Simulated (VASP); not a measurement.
Calculation: PBE GGA, VASP's PBE PAW potentials (set 64) (plane waves; VASP 6.6.1).

VASP ran on this input.

KPOINTS:
```
Automatic mesh
0
Gamma
7 7 4
0 0 0
```

### INCAR
```
GGA  =  PE
NELM  =  100   # most electronic steps
LMAXMIX  =  4
ISIF  =  3   # ions, shape and volume
NSW  =  40
ENCUT  =  500
LASPH  =  .TRUE.
LCHARG  =  .FALSE.
PREC  =  Accurate
EDIFF  =  1E-6
LREAL  =  .FALSE.
SYSTEM  =  MgI2
ISMEAR  =  0   # Gaussian
LWAVE  =  .FALSE.
PSTRESS  =  100
IBRION  =  2
ALGO  =  Normal   # blocked Davidson
EDIFFG  =  -0.02
SIGMA  =  0.05   # width (eV)
```

**POSCAR**
```
MgI2
1.0
  1.9403090249  -3.3607102251   0.0000000000
  1.9403090249   3.3607102251   0.0000000000
  0.0000000000   0.0000000000   6.2095165410
Mg I
1 2
Cartesian
  0.0000000000   0.0000000000   0.0000000000
  1.9403090249   1.1202389822   1.6652258958
  1.9403090249  -1.1202389822   4.5442906452
```

POTCAR, in this order: Mg I (PBE.64 set). Program: vasp_std.

Output

### OSZICAR
```
       N       E                     dE             d eps       ncg     rms          rms(c)
DAV:   1     0.801929603203E+02    0.80193E+02   -0.61254E+03   672   0.105E+03
DAV:   2    -0.184186661599E+01   -0.82035E+02   -0.76255E+02  1008   0.154E+02
DAV:   3    -0.709977700676E+01   -0.52579E+01   -0.52267E+01   840   0.476E+01
DAV:   4    -0.718268377264E+01   -0.82907E-01   -0.82866E-01   832   0.738E+00
DAV:   5    -0.718421234570E+01   -0.15286E-02   -0.15285E-02   832   0.993E-01    0.581E+00
DAV:   6    -0.710474014162E+01    0.79472E-01   -0.94032E-02   768   0.177E+00    0.367E+00
DAV:   7    -0.708978805144E+01    0.14952E-01   -0.12142E-01   768   0.209E+00    0.626E-01
DAV:   8    -0.708831646278E+01    0.14716E-02   -0.87863E-03   748   0.578E-01    0.168E-01
DAV:   9    -0.708837659872E+01   -0.60136E-04   -0.27063E-04   840   0.137E-01    0.678E-02
DAV:  10    -0.708837829386E+01   -0.16951E-05   -0.22941E-05   796   0.325E-02    0.540E-02
DAV:  11    -0.708838554849E+01   -0.72546E-05   -0.15933E-05   760   0.298E-02    0.120E-02
DAV:  12    -0.708838549812E+01    0.50370E-07   -0.55025E-07   580   0.512E-03
   1 F= -.20338742E+01 E0= -.20338742E+01  d E =-.203387E+01
```

**OUTCAR**
```
------------------------ aborting loop because EDIFF is reached ----------------------------------------
  FORCE on cell =-STRESS in cart. coord.  units (eV):
  Direction    XX          YY          ZZ          XY          YZ          ZX
  --------------------------------------------------------------------------------------
  Total        5.0396570      5.0396462      5.0619124     -0.0000000     -0.0000000     -0.0000000
  in kB       99.7061177     99.7059048    100.1464263     -0.0000000     -0.0000000     -0.0000000
  external PRESSURE =      -0.1471837 kB  Pullay stress =     100.0000000 kB
  volume of cell :       80.98
      direct lattice vectors                 reciprocal lattice vectors
     1.940309025 -3.360710225  0.000000000     0.257690911 -0.148778076  0.000000000
     1.940309025  3.360710225  0.000000000     0.257690911  0.148778076  0.000000000
     0.000000000  0.000000000  6.209516541     0.000000000  0.000000000  0.161043133
 POSITION                                       TOTAL-FORCE (eV/Angst)
 -----------------------------------------------------------------------------------
      0.00000      0.00000      0.00000         0.000000     -0.000000      0.000000
      1.94031      1.12024      1.66523         0.000000      0.000000      0.002570
      1.94031     -1.12024      4.54429        -0.000000     -0.000000     -0.002570
 -----------------------------------------------------------------------------------
    total drift:                               -0.000000     -0.000000      0.000000
  FREE ENERGIE OF THE ION-ELECTRON SYSTEM (eV)
  ---------------------------------------------------
  free  energy   TOTEN  =        -7.0883854981 eV

  energy  without entropy=       -7.0883854981  energy(sigma->0) =       -7.08838550
  enthalpy is  TOTEN    =        -2.0338741886 eV   P V=        5.0545113095

 reached required accuracy - stopping structural energy minimisation
```
(Selected blocks of OUTCAR.)

OUTCAR:
```
 val. band max:        5.1339419800   @ k =   0.0000   0.0000   0.0000

 cond. band min:       8.3380349646   @ k =   0.0000   0.4286   0.2500


 Fermi energy:         5.3488857948

 k-point     1 :       0.0000    0.0000    0.0000
  band No.  band energies     occupation
      1      -8.3144      2.00000
      2      -7.0197      2.00000
      3      -0.0910      2.00000
      4       4.2621      2.00000
      5       4.2621      2.00000
      6       4.9274      2.00000
      7       4.9274      2.00000
      8       5.1339      2.00000
      9       9.3584      0.00000
     10       9.6843      0.00000
     11      11.9032      0.00000
     12      11.9034      0.00000

 k-point     2 :       0.1429    0.0000    0.0000
  band No.  band energies     occupation
      1      -8.1526      2.00000
      2      -6.9341      2.00000
      3       0.1286      2.00000
      4       3.1982      2.00000
      5       3.9236      2.00000
      6       3.9723      2.00000
      7       4.8744      2.00000
      8       4.9898      2.00000
      9      10.1503      0.00000
     10      10.3703      0.00000
     11      11.1729      0.00000
     12      12.1480      0.00000

 k-point     3 :       0.2857    0.0000    0.0000
  band No.  band energies     occupation
      1      -7.7214      2.00000
      2      -6.7566      2.00000
      3       0.7322      2.00000
      4       1.5566      2.00000
      5       2.4671      2.00000
      6       3.3801      2.00000
      7       4.4033      2.00000
      8       4.6283      2.00000
      9       9.2568      0.00000
     10      10.4663      0.00000
     11      10.6572      0.00000
     12      11.9104      0.00000

 k-point     4 :       0.4286    0.0000    0.0000
  band No.  band energies     occupation
      1      -7.2298      2.00000
      2      -6.6947      2.00000
      3       0.4412      2.00000
      4       1.4369      2.00000
      5       1.6890      2.00000
      6       3.0405      2.00000
...
```

Without a dispersion term in the relaxation, distances and binding between the weakly bound layers, chains or molecules are unreliable, and so is what depends on them. Unless said otherwise, spin-orbit coupling is left out, though it shifts the bands of the heavy elements here.

The compound is MgI2 in the 1T layered structure. It was relaxed first under an external pressure of 10 GPa.
